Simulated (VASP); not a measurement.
Data:

```
CELL_PARAMETERS angstrom
      0.00000     2.49135     2.49135
      2.49135     0.00000     2.49135
      2.49135     2.49135     0.00000
ATOMIC_POSITIONS crystal
  Y  0.00000 0.00000 0.00000
  N  0.50000 0.50000 0.50000
```

Level of theory: vdW-DF2, VASP's PBE PAW potentials (set 64) (plane waves; VASP). Numerical set-up: 520 eV cut-off, Gaussian smearing of 0.050 eV, potentials Y_sv N.

Estimate the band gap (along the path) with the smallest direct gap where there is one.

```
Quantity                               Result
------------------------------------  -------
band gap (along the path)             0.45 eV
smallest direct gap (along the path)  0.85 eV
```

The compound is YN in the rock salt structure. It was relaxed first, which changed the volume by +6 %.
